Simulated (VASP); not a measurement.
The system is In2Te2O.

```
In Te O
1.0
     4.68808    0.00000    0.00000
     0.00000    4.68808    0.00000
     0.00000    0.00000    6.66230
In Te O
2 2 1
Direct
  0.50000 0.00000 0.50000
  0.00000 0.50000 0.50000
  0.50000 0.50000 0.75025
  0.50000 0.50000 0.24975
  0.50000 0.50000 0.00000
```

The cell was built by a generator and needn't be a form met in nature.

```yaml
Program: VASP 6.6.1
Task: relaxation of cell and atoms
Functional: PBE
Potentials_or_basis: VASP PAW PBE potentials, release 64 (In_d, Te, O)
Cutoff: 520 eV
k_mesh: 3 × 3 × 2
Occupations: gaussian, width 0.15 eV
Spin: no spin polarisation
```

At the start: pressure 29.0 GPa; volume 29.28 Å³/atom.

Problem. How do energy, volume and symmetry change on relaxing?

Solution. Over 14 steps the energy falls by 1020.4 meV/atom and the volume is 38.79 Å³/atom (+32.5 %); space group P4/mmm (No. 123, to 0.05 Å).

The path:
```tsv
step	energy change (eV)	largest force (eV/Å)	pressure (GPa)	volume (Å³)
1	0.0000	12.6282	28.98	146.42
2	0.7332	1.3546	-3.94	274.58
3	-0.2085	1.7122	-3.09	253.64
4	-0.8836	2.0500	-2.55	238.34
5	-3.1089	4.1706	1.14	190.19
6	-3.9331	4.1812	5.45	167.77
7	-3.9081	3.7747	8.57	163.68
8	-3.9334	4.0689	7.37	166.45
9	-4.8619	1.1711	-2.75	205.18
10	-4.9133	1.5198	-1.38	196.22
11	-5.0806	0.3184	0.87	191.94
12	-5.0975	0.2165	0.21	192.89
13	-5.0975	0.1766	0.25	192.82
14	-5.1021	0.0705	-0.04	193.97
```

Final structure:
```
In Te O
1.0
     5.04188    0.00000    0.00000
     0.00000    5.04188    0.00000
     0.00000    0.00000    7.63055
In Te O
2 2 1
Direct
  0.50000 0.00000 0.50000
  0.00000 0.50000 0.50000
  0.50000 0.50000 0.73532
  0.50000 0.50000 0.26468
  0.50000 0.50000 0.00000
```

Caveat: the k mesh is coarse (spacing up to 0.47 Å⁻¹), so the values aren't converged; the volume moved by over 15 % at a fixed basis, so the end points are rough.
